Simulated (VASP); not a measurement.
Data:

```xyz
3
Lattice="0.0000 3.0534 3.0534 3.0534 0.0000 3.0534 3.0534 3.0534 0.0000" Properties=species:S:1:pos:R:3 pbc="T T T"
Al     1.5267     1.5267     1.5267
Al     4.5801     4.5801     4.5801
Au     0.0000     0.0000     0.0000
```

The numbers are results of PBE GGA with D4 dispersion, VASP's PBE PAW potentials (set 64) (plane waves; VASP), not measurements. Settings: 520 eV cut-off, 9×9×9 Γ-centred mesh, first-order Methfessel-Paxton smearing of 0.10 eV, potentials Al Au.

Unless said otherwise, spin-orbit coupling is left out, though it shifts the bands of the heavy elements here.

Problem. What does the run give for the energy per atom (σ→0), pressure, band gap (on the k-mesh) with the smallest direct gap where there is one?

Solution. 
```json
{
 "band gap (on the k-mesh)": "none (metal, semimetal or under 0.01 eV)",
 "energy per atom (σ→0)": "-4.391 eV/atom",
 "pressure": "-5.76 GPa"
}
```

Total energies compare only between runs with the same potentials, cut-off and functional.

The compound is AuAl2 in the fluorite structure. This cell is one point of a volume scan, at 1.06 of the reference volume. The electron count is odd and the run is not spin-polarised, which forces a metal.
